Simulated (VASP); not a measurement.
VASP ran on this input.

### INCAR
```
ALGO = Normal
EDIFF = 1E-6
ENCUT = 400
GGA = PE
ISIF = 2
ISMEAR = -4
LASPH = T
LCHARG = F
LMAXMIX = 4
LREAL = F
LWAVE = F
NELM = 100
PREC = Accurate
SYSTEM = NiAl
```

**KPOINTS**
```
Automatic mesh
0
Gamma
11 11 11
0 0 0
```

### POSCAR
```
NiAl
1
    2.8630900000     0.0000000000     0.0000000000
    0.0000000000     2.9671610000     0.0000000000
    0.0000000000     0.0000000000     2.9642270000
Al Ni
1 1
Direct
  0.5000000000   0.5000000000   0.5000000000
  0.0091040000   0.0000000000   0.0000000000
```

POTCAR, in this order: Al Ni (PBE.64 set). Program: vasp_std.

Problem. Write an equivalent input for Ansatz.

Solution. One equivalent input (not run):
Ansatz 0.2 input:
```yaml
crystal:
  lattice:
    - [2.8630900, 0.0000000, 0.0000000]
    - [0.0000000, 2.9671610, 0.0000000]
    - [0.0000000, 0.0000000, 2.9642270]
  atoms:
    - { symbol: Al, position: [0.5000000, 0.5000000, 0.5000000] }
    - { symbol: Ni, position: [0.0091040, 0.0000000, 0.0000000] }
kpoints:
  mp_grid: { grid: [11, 11, 11] }
hamiltonian:
  xc: pbe
  pseudopotentials: { kind: paw }
scf:
  occupations: { method: tetrahedron_uncorrected }
  max_iter: 100
output: { forces: true, stress: true, eigenvalues: true }
```
Limits of the translation: each code has its own PAW files, so the cut-off isn't converted (ENCUT is set for VASP's; basis.ecutwfc is left out, and Ansatz then takes the one that its files recommend); Ansatz stops its SCF on the density residual and VASP on the energy change (EDIFF).

The compound is NiAl in the CsCl type structure. The cell was not relaxed at this level, atoms are displaced from their ideal sites. The run is one of a series of settings (ISMEAR = -4, SIGMA removed against the base run), some of them coarse on purpose.
